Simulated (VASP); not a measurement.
```xyz
5
Lattice="2.3368 -4.0474 0.0000 2.3368 4.0474 0.0000 0.0000 0.0000 7.5048" Properties=species:S:1:pos:R:3 pbc="T T T"
Mg     0.0000     0.0000     0.0000
Mg     2.3368     1.3491     4.7366
Mg     2.3368    -1.3491     2.7681
Sb     2.3368     1.3491     1.7385
Sb     2.3368    -1.3491     5.7663
```

Method: vdW-DF2, VASP's PBE PAW potentials (set 64) (plane waves; VASP). Numerical set-up: 520 eV cut-off, 7×7×4 Γ-centred mesh, first-order Methfessel-Paxton smearing of 0.10 eV, potentials Mg Sb.

**Question.** Estimate the energy per atom (σ→0).

**Answer.** 
- energy per atom (σ→0) = -0.934 eV/atom

The compound is Mg3Sb2 in the a-la2o3 structure. It was relaxed first, which changed the volume by +9 %. The start is the result of an earlier pass.
